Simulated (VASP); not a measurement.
Method: PBEsol GGA, VASP's PBE PAW potentials (set 64) (plane waves; VASP).

Input for VASP

**INCAR**
```
SYSTEM = MoS2
PREC = Accurate; ENCUT = 520; LREAL = .FALSE.
LASPH = .TRUE.
EDIFF = 1E-7; NELM = 100; ALGO = Normal
LMAXMIX = 4
ISMEAR = 0; SIGMA = 0.05
GGA = PS
IBRION = 2; NSW = 30; ISIF = 4
EDIFFG = -0.01
LWAVE = .FALSE.; LCHARG = .FALSE.
```

### POSCAR
```
MoS2
1.0
  1.5392060116  -2.6659827496   0.0000000000
  1.5392060116   2.6659827496   0.0000000000
  0.0000000000   0.0000000000  12.3205820336
Mo S
2 4
Direct
  0.3333330000   0.6666670000   0.2500000000
  0.6666670000   0.3333330000   0.7500000000
  0.3333330000   0.6666670000   0.8738888999
  0.6666670000   0.3333330000   0.3738888999
  0.6666670000   0.3333330000   0.1261111001
  0.3333330000   0.6666670000   0.6261111001
```

File KPOINTS:
```
kpoints
0
G
 10 10 2
0 0 0
```

POTCAR, in this order: Mo_sv S (PBE.64 set). Program: vasp_std.

The run wrote:

OUTCAR:
```
 ion  position               nearest neighbor table
   1  0.333  0.667  0.250-   4 2.34   5 2.34   4 2.34   5 2.34   4 2.34   5 2.34
   2  0.667  0.333  0.750-   3 2.34   6 2.34   3 2.34   6 2.34   3 2.34   6 2.34
   3  0.333  0.667  0.874-   2 2.34   2 2.34   2 2.34
   4  0.667  0.333  0.374-   1 2.34   1 2.34   1 2.34
   5  0.667  0.333  0.126-   1 2.34   1 2.34   1 2.34
   6  0.333  0.667  0.626-   2 2.34   2 2.34   2 2.34
  LATTYP: Found a hexagonal cell.
 ALAT       =     3.0784117930
 C/A-ratio  =     4.0022527401
 Subroutine PRICEL returns:
 Original cell was already a primitive cell.
 Subroutine GETGRP returns: Found 24 space group operations
The static configuration has the point symmetry D_3d.
 The point group associated with its full space group is D_6h.
The dynamic configuration has the point symmetry D_3d.
 Subroutine INISYM returns: Found 24 space group operations
 Subroutine IBZKPT returns following result:
 Found     28 irreducible k-points:

 Following reciprocal coordinates:
            Coordinates               Weight
  0.000000  0.000000  0.000000      1.000000
  0.100000  0.000000  0.000000      6.000000
  0.200000  0.000000  0.000000      6.000000
  0.300000  0.000000  0.000000      6.000000
  0.400000  0.000000  0.000000      6.000000
  0.500000  0.000000  0.000000      3.000000
  0.100000  0.100000  0.000000      6.000000
  0.200000  0.100000  0.000000     12.000000
  0.300000  0.100000  0.000000     12.000000
  0.400000  0.100000  0.000000     12.000000
  0.200000  0.200000  0.000000      6.000000
  0.300000  0.200000  0.000000     12.000000
  0.400000  0.200000  0.000000      6.000000
  0.300000  0.300000  0.000000      6.000000
  0.000000  0.000000  0.500000      1.000000
  0.100000  0.000000  0.500000      6.000000
  0.200000  0.000000  0.500000      6.000000
  0.300000  0.000000  0.500000      6.000000
  0.400000  0.000000  0.500000      6.000000
  0.500000  0.000000  0.500000      3.000000
  0.100000  0.100000  0.500000      6.000000
  0.200000  0.100000  0.500000     12.000000
  0.300000  0.100000  0.500000     12.000000
  0.400000  0.100000  0.500000     12.000000
  0.200000  0.200000  0.500000      6.000000
  0.300000  0.200000  0.500000     12.000000
  0.400000  0.200000  0.500000      6.000000
  0.300000  0.300000  0.500000      6.000000
   k-points           NKPTS =     28   k-points in BZ     NKDIM =     28   number of bands    NBANDS=     31
   number of dos      NEDOS =    301   number of ions     NIONS =      6
   total plane-waves  NPLWV =  55296
   dimension x,y,z NGX =    24 NGY =   24 NGZ =   96
   dimension x,y,z NGXF=    48 NGYF=   48 NGZF=  192
   ions per type =               2   4
   PREC   = accura    normal or accurate (medium, high low for compatibility)
   ISTART =      0    job   : 0-new  1-cont  2-samecut
   ICHARG =      2    charge: 1-file 2-atom 10-const
   ISPIN  =      1    spin polarized calculation?
   LNONCOLLINEAR =      F non collinear calculations
   LSORBIT =      F    spin-orbit coupling
   INIWAV =      1    electr: 0-lowe 1-rand  2-diag
   ENCUT  =  520.0 eV  38.22 Ry    6.18 a.u.   5.72  5.72 22.91*2*pi/ulx,y,z
   NELM   =    100;   NELMIN=  2; NELMDL= -5     # of ELM steps
   EDIFF  = 0.1E-06   stopping-criterion for ELM
   LREAL  =      F    real-space projection
   NLSPLINE    = F    spline interpolate recip. space projectors
   LMAXMIX     =    4 max onsite mixed and CHGCAR
   VOSKOWN=      0    Vosko Wilk Nusair interpolation
   EDIFFG = -.1E-01   stopping-criterion for IOM
   NSW    =     30    number of steps for IOM
   NBLOCK =      1;   KBLOCK =     30    inner block; outer block
   IBRION =      2    ionic relax: 0-MD 1-quasi-New 2-CG
   NFREE  =      1    steps in history (QN), initial steepest desc. (CG)
...
```

File OSZICAR:
```
       N       E                     dE             d eps       ncg     rms          rms(c)
DAV:   1     0.468140802546E+03    0.46814E+03   -0.29887E+04  1896   0.161E+03
DAV:   2    -0.227976754835E+02   -0.49094E+03   -0.47963E+03  2119   0.412E+02
DAV:   3    -0.488020936322E+02   -0.26004E+02   -0.25830E+02  2262   0.827E+01
DAV:   4    -0.493442175117E+02   -0.54212E+00   -0.54089E+00  2141   0.119E+01
DAV:   5    -0.493583376742E+02   -0.14120E-01   -0.14115E-01  2257   0.178E+00    0.427E+01
DAV:   6    -0.472206937481E+02    0.21376E+01   -0.16004E+01  1967   0.227E+01    0.144E+01
DAV:   7    -0.469574963413E+02    0.26320E+00   -0.64500E+00  1950   0.131E+01    0.921E+00
DAV:   8    -0.466949731118E+02    0.26252E+00   -0.12282E+00  2188   0.636E+00    0.311E+00
DAV:   9    -0.467052003748E+02   -0.10227E-01   -0.14297E-01  2272   0.172E+00    0.143E+00
DAV:  10    -0.466977395292E+02    0.74608E-02   -0.57451E-02  2132   0.138E+00    0.269E-01
DAV:  11    -0.466976383465E+02    0.10118E-03   -0.29014E-03  2210   0.308E-01    0.172E-01
DAV:  12    -0.466976050206E+02    0.33326E-04   -0.25317E-04  2072   0.805E-02    0.866E-02
DAV:  13    -0.466975998620E+02    0.51585E-05   -0.19543E-04  2220   0.724E-02    0.242E-02
DAV:  14    -0.466975995077E+02    0.35429E-06   -0.20581E-05  2087   0.270E-02    0.201E-02
DAV:  15    -0.466975996427E+02   -0.13496E-06   -0.19018E-06  2094   0.791E-03    0.459E-03
DAV:  16    -0.466975994141E+02    0.22857E-06   -0.55741E-07  1872   0.430E-03    0.125E-03
DAV:  17    -0.466975994757E+02   -0.61552E-07   -0.96869E-08  1393   0.155E-03
   1 F= -.46697599E+02 E0= -.46697599E+02  d E =-.466976E+02
       N       E                     dE             d eps       ncg     rms          rms(c)
DAV:   1    -0.467651316718E+02   -0.67532E-01   -0.13578E+01  1764   0.162E+01    0.384E+00
DAV:   2    -0.468101410818E+02   -0.45009E-01   -0.71397E-01  2064   0.370E+00    0.187E+00
DAV:   3    -0.468065939381E+02    0.35471E-02   -0.71472E-02  2120   0.145E+00    0.133E+00
DAV:   4    -0.468028730812E+02    0.37209E-02   -0.31304E-02  2077   0.918E-01    0.459E-01
DAV:   5    -0.468027291547E+02    0.14393E-03   -0.21136E-03  2113   0.255E-01    0.937E-02
DAV:   6    -0.468026510310E+02    0.78124E-04   -0.42809E-04  2183   0.105E-01    0.717E-02
DAV:   7    -0.468026465518E+02    0.44792E-05   -0.33843E-05  2217   0.315E-02    0.282E-02
DAV:   8    -0.468026455132E+02    0.10385E-05   -0.54671E-06  2102   0.114E-02    0.114E-02
DAV:   9    -0.468026451868E+02    0.32637E-06   -0.16255E-06  2156   0.590E-03    0.465E-03
DAV:  10    -0.468026451594E+02    0.27410E-07   -0.81252E-08  1323   0.171E-03
   2 F= -.46802645E+02 E0= -.46802645E+02  d E =-.105046E+00
       N       E                     dE             d eps       ncg     rms          rms(c)
DAV:   1    -0.468048251948E+02   -0.21800E-02   -0.28183E-01  1764   0.230E+00    0.616E-01
DAV:   2    -0.468057155374E+02   -0.89034E-03   -0.13771E-02  2055   0.521E-01    0.254E-01
DAV:   3    -0.468056207267E+02    0.94811E-04   -0.59254E-04  2069   0.142E-01    0.186E-01
DAV:   4    -0.468056367219E+02   -0.15995E-04   -0.63752E-04  2109   0.132E-01    0.568E-02
DAV:   5    -0.468055894093E+02    0.47313E-04   -0.27661E-04  2040   0.853E-02    0.863E-03
DAV:   6    -0.468055889104E+02    0.49889E-06   -0.15827E-05  2025   0.194E-02    0.161E-02
DAV:   7    -0.468055888264E+02    0.83994E-07   -0.90557E-07  1918   0.462E-03
   3 F= -.46805589E+02 E0= -.46805589E+02  d E =-.107989E+00
       N       E                     dE             d eps       ncg     rms          rms(c)
DAV:   1    -0.470409353201E+02   -0.23535E+00   -0.10361E+01  1752   0.205E+01    0.339E+00
DAV:   2    -0.468964804569E+02    0.14445E+00   -0.94064E-01  2046   0.548E+00    0.214E+00
DAV:   3    -0.468661684523E+02    0.30312E-01   -0.82780E-02  2101   0.177E+00    0.742E-01
DAV:   4    -0.468544928991E+02    0.11676E-01   -0.38854E-02  1955   0.105E+00    0.448E-01
DAV:   5    -0.468545083920E+02   -0.15493E-04   -0.23682E-03  2049   0.268E-01    0.153E-01
DAV:   6    -0.468542850223E+02    0.22337E-03   -0.84377E-04  2228   0.144E-01    0.547E-02
DAV:   7    -0.468542791239E+02    0.58985E-05   -0.19546E-04  2215   0.713E-02    0.379E-02
DAV:   8    -0.468542792647E+02   -0.14086E-06   -0.29929E-05  2167   0.319E-02    0.556E-03
DAV:   9    -0.468542786575E+02    0.60724E-06   -0.68731E-06  1950   0.122E-02    0.596E-03
DAV:  10    -0.468542787235E+02   -0.65986E-07   -0.47503E-07  1785   0.401E-03
   4 F= -.46854279E+02 E0= -.46854279E+02  d E =-.486899E-01
       N       E                     dE             d eps       ncg     rms          rms(c)
DAV:   1    -0.469816506398E+02   -0.12737E+00   -0.64427E+00  1752   0.162E+01    0.270E+00
DAV:   2    -0.468929793208E+02    0.88671E-01   -0.57594E-01  2033   0.429E+00    0.168E+00
DAV:   3    -0.468742353734E+02    0.18744E-01   -0.51351E-02  2114   0.138E+00    0.579E-01
DAV:   4    -0.468670426718E+02    0.71927E-02   -0.24073E-02  1961   0.826E-01    0.360E-01
DAV:   5    -0.468670493059E+02   -0.66341E-05   -0.14961E-03  2062   0.210E-01    0.113E-01
DAV:   6    -0.468669233514E+02    0.12595E-03   -0.56868E-04  2186   0.118E-01    0.438E-02
DAV:   7    -0.468669213593E+02    0.19922E-05   -0.11266E-04  2241   0.553E-02    0.276E-02
DAV:   8    -0.468669210967E+02    0.26260E-06   -0.21087E-05  2098   0.264E-02    0.480E-03
DAV:   9    -0.468669206391E+02    0.45756E-06   -0.40313E-06  1991   0.969E-03    0.392E-03
DAV:  10    -0.468669207034E+02   -0.64330E-07   -0.22450E-07  1533   0.272E-03
   5 F= -.46866921E+02 E0= -.46866921E+02  d E =-.613319E-01
       N       E                     dE             d eps       ncg     rms          rms(c)
DAV:   1    -0.468671814016E+02   -0.26076E-03   -0.13437E-02  1752   0.741E-01    0.131E-01
DAV:   2    -0.468669964705E+02    0.18493E-03   -0.12249E-03  2039   0.199E-01    0.791E-02
DAV:   3    -0.468669567404E+02    0.39730E-04   -0.10949E-04  2063   0.643E-02    0.274E-02
DAV:   4    -0.468669413548E+02    0.15386E-04   -0.52825E-05  1961   0.386E-02    0.185E-02
DAV:   5    -0.468669415172E+02   -0.16243E-06   -0.35159E-06  1995   0.104E-02    0.536E-03
DAV:   6    -0.468669412492E+02    0.26800E-06   -0.16671E-06  1859   0.672E-03    0.231E-03
DAV:   7    -0.468669412672E+02   -0.17987E-07   -0.22104E-07  1396   0.295E-03
   6 F= -.46866941E+02 E0= -.46866941E+02  d E =-.613524E-01
       N       E                     dE             d eps       ncg     rms          rms(c)
DAV:   1    -0.468669144113E+02    0.26838E-04   -0.30993E-02  1750   0.707E-01    0.190E-01
DAV:   2    -0.468670235824E+02   -0.10917E-03   -0.14505E-03  2056   0.168E-01    0.826E-02
DAV:   3    -0.468670174939E+02    0.60885E-05   -0.30460E-05  2018   0.323E-02    0.553E-02
DAV:   4    -0.468670183117E+02   -0.81787E-06   -0.35823E-05  2085   0.317E-02    0.202E-02
DAV:   5    -0.468670152062E+02    0.31055E-05   -0.15947E-05  1967   0.213E-02    0.345E-03
DAV:   6    -0.468670152349E+02   -0.28644E-07   -0.10639E-06  1771   0.487E-03    0.478E-03
DAV:   7    -0.468670152104E+02    0.24490E-07   -0.67381E-08  1106   0.132E-03
   7 F= -.46867015E+02 E0= -.46867015E+02  d E =-.739432E-04
       N       E                     dE             d eps       ncg     rms          rms(c)
DAV:   1    -0.468670405590E+02   -0.25324E-04   -0.43738E-03  1750   0.265E-01    0.717E-02
DAV:   2    -0.468670569889E+02   -0.16430E-04   -0.20413E-04  2049   0.630E-02    0.311E-02
DAV:   3    -0.468670564263E+02    0.56256E-06   -0.41769E-06  1793   0.120E-02    0.209E-02
DAV:   4    -0.468670568577E+02   -0.43141E-06   -0.49244E-06  2079   0.119E-02    0.755E-03
DAV:   5    -0.468670564346E+02    0.42314E-06   -0.21616E-06  1974   0.787E-03    0.136E-03
DAV:   6    -0.468670564037E+02    0.30915E-07   -0.13315E-07  1118   0.181E-03
   8 F= -.46867056E+02 E0= -.46867056E+02  d E =-.115136E-03
```

### OUTCAR
```
------------------------ aborting loop because EDIFF is reached ----------------------------------------
  FORCE on cell =-STRESS in cart. coord.  units (eV):
  Direction    XX          YY          ZZ          XY          YZ          ZX
  --------------------------------------------------------------------------------------
  Total        1.3873276      1.3873273      1.3973690      0.0000000      0.0000000      0.0000000
  in kB       21.9823600     21.9823543     22.1414668      0.0000000      0.0000000      0.0000000
  external PRESSURE =      22.0353937 kB  Pullay stress =       0.0000000 kB
  volume of cell :      101.11
      direct lattice vectors                 reciprocal lattice vectors
     1.561512907 -2.704619342  0.000000000     0.320202284 -0.184868899  0.000000000
     1.561512907  2.704619342 -0.000000000     0.320202284  0.184868899 -0.000000000
     0.000000000  0.000000000 11.971086879    -0.000000000  0.000000000  0.083534604
 POSITION                                       TOTAL-FORCE (eV/Angst)
 -----------------------------------------------------------------------------------
      1.56151      0.90154      2.99277        -0.000000     -0.000000      0.000000
      1.56151     -0.90154      8.97832         0.000000      0.000000      0.000000
      1.56151      0.90154     10.53966        -0.000000      0.000000      0.000454
      1.56151     -0.90154      4.55412        -0.000000      0.000000      0.000454
      1.56151     -0.90154      1.43143         0.000000      0.000000     -0.000454
      1.56151      0.90154      7.41697        -0.000000      0.000000     -0.000454
 -----------------------------------------------------------------------------------
    total drift:                                0.000212      0.001568     -0.000031
  FREE ENERGIE OF THE ION-ELECTRON SYSTEM (eV)
  ---------------------------------------------------
  free  energy   TOTEN  =       -46.8670564037 eV

  energy  without entropy=      -46.8670564037  energy(sigma->0) =      -46.86705640

 reached required accuracy - stopping structural energy minimisation
```
(Selected blocks of OUTCAR.)

File CONTCAR:
```
MoS2
   1.00000000000000
     1.5615129072622140   -2.7046193417170428    0.0000000000000000
     1.5615129072622140    2.7046193417170428   -0.0000000000000000
     0.0000000000000000    0.0000000000000000   11.9710868788988964
  Mo              S
     2     4
Direct
     0.3333330000000032    0.6666669999999968    0.2500000000000000
     0.6666669999999968    0.3333330000000032    0.7500000000000000
     0.3333330000000032    0.6666669999999968    0.8804264463782268
     0.6666669999999968    0.3333330000000032    0.3804264463782265
     0.6666669999999968    0.3333330000000032    0.1195735536217734
     0.3333330000000032    0.6666669999999968    0.6195735536217734
```

Without a dispersion term in the relaxation, distances and binding between the weakly bound layers, chains or molecules are unreliable, and so is what depends on them.

The compound is MoS2 in the 2H layered structure. This cell is one point of a volume scan, at 0.94 of the reference volume. Symmetry was kept, so distortions that lower it aren't found.
